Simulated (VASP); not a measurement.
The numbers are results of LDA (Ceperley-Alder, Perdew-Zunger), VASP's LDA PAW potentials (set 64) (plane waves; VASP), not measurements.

The input files of a VASP run:

### INCAR
```
SYSTEM = KF
PREC = Accurate; ENCUT = 520; LREAL = F
LASPH = T; NBANDS = 36
EDIFF = 1E-7; NELM = 100; ALGO = Normal
ISMEAR = 0; SIGMA = 0.01
LWAVE = F; LCHARG = F; NEDOS = 1001
LOPTICS = T; CSHIFT = 0.1
```

File POSCAR:
```
KF
2.5861560
  0.0000000000   1.0000001358   1.0000001358
  1.0000001358   0.0000000000   1.0000001358
  1.0000001358   1.0000001358   0.0000000000
K F
1 1
Cartesian
  0.0000000000   0.0000000000   0.0000000000
  1.0000001358   1.0000001358   1.0000001358
```

### KPOINTS
```
kpoints
0
gamma
 11 11 11
0 0 0
```

POTCAR, in this order: K_sv F (LDA.64 set). Program: vasp_std.

The resulting files:

**OSZICAR**
```
       N       E                     dE             d eps       ncg     rms          rms(c)
DAV:   1     0.143223705661E+03    0.14322E+03   -0.66944E+03  4040   0.441E+02
DAV:   2    -0.463229683144E+01   -0.14786E+03   -0.11787E+03  4744   0.156E+02
DAV:   3    -0.101921509545E+02   -0.55599E+01   -0.55127E+01  5304   0.311E+01
DAV:   4    -0.102528657101E+02   -0.60715E-01   -0.60666E-01  4744   0.309E+00
DAV:   5    -0.102536679046E+02   -0.80219E-03   -0.80214E-03  4864   0.341E-01    0.632E+00
DAV:   6    -0.914631168898E+01    0.11074E+01   -0.69668E-01  4976   0.650E+00    0.493E+00
DAV:   7    -0.909804460784E+01    0.48267E-01   -0.48592E-02  4992   0.936E-01    0.272E+00
DAV:   8    -0.907153108397E+01    0.26514E-01   -0.37421E-02  5316   0.858E-01    0.214E-01
DAV:   9    -0.907175404774E+01   -0.22296E-03   -0.11387E-03  4920   0.152E-01    0.110E-01
DAV:  10    -0.907185012980E+01   -0.96082E-04   -0.14985E-04  5156   0.808E-02    0.451E-02
DAV:  11    -0.907184825831E+01    0.18715E-05   -0.19899E-05  4884   0.329E-02    0.176E-02
DAV:  12    -0.907185229204E+01   -0.40337E-05   -0.17077E-06  4552   0.804E-03    0.266E-03
DAV:  13    -0.907185236797E+01   -0.75931E-07   -0.18354E-07  5304   0.199E-03
   1 F= -.90718524E+01 E0= -.90718524E+01  d E =-.700620E-44
 imaginary and real dielectric function
```

OUTCAR:
```
------------------------ aborting loop because EDIFF is reached ----------------------------------------
  FORCE on cell =-STRESS in cart. coord.  units (eV):
  Direction    XX          YY          ZZ          XY          YZ          ZX
  --------------------------------------------------------------------------------------
  Total       -0.0084825     -0.0084825     -0.0084825      0.0000000     -0.0000000      0.0000000
  in kB       -0.3928608     -0.3928608     -0.3928608      0.0000000     -0.0000000      0.0000000
  external PRESSURE =      -0.3928608 kB  Pullay stress =       0.0000000 kB
  volume of cell :       34.59
      direct lattice vectors                 reciprocal lattice vectors
     0.000000000  2.586156351  2.586156351    -0.193337112  0.193337112  0.193337112
     2.586156351  0.000000000  2.586156351     0.193337112 -0.193337112  0.193337112
     2.586156351  2.586156351  0.000000000     0.193337112  0.193337112 -0.193337112
  FREE ENERGIE OF THE ION-ELECTRON SYSTEM (eV)
  ---------------------------------------------------
  free  energy   TOTEN  =        -9.0718523680 eV

  energy  without entropy=       -9.0718523680  energy(sigma->0) =       -9.07185237

 plasma frequency squared (from intraband transitions) (eV^2)
  --------------------------------------------------------------------------------------
       0.000       0.000      -0.000
       0.000       0.000       0.000
       0.000       0.000       0.000

 plasma frequency squared (from interband transitions, int dw w eps(2)(w)) (eV^2)
  --------------------------------------------------------------------------------------
     421.441       0.000      -0.000      -0.000       0.000       0.000
      -0.000       0.000     421.441       0.000      -0.000       0.000
       0.000      -0.000      -0.000      -0.000     421.441       0.000
```
(Selected blocks of OUTCAR.)

The structure comes from a computed database's KF entry (Fm-3m); how it stands against other phases isn't given here. It was relaxed first, which changed the volume by -8 %.
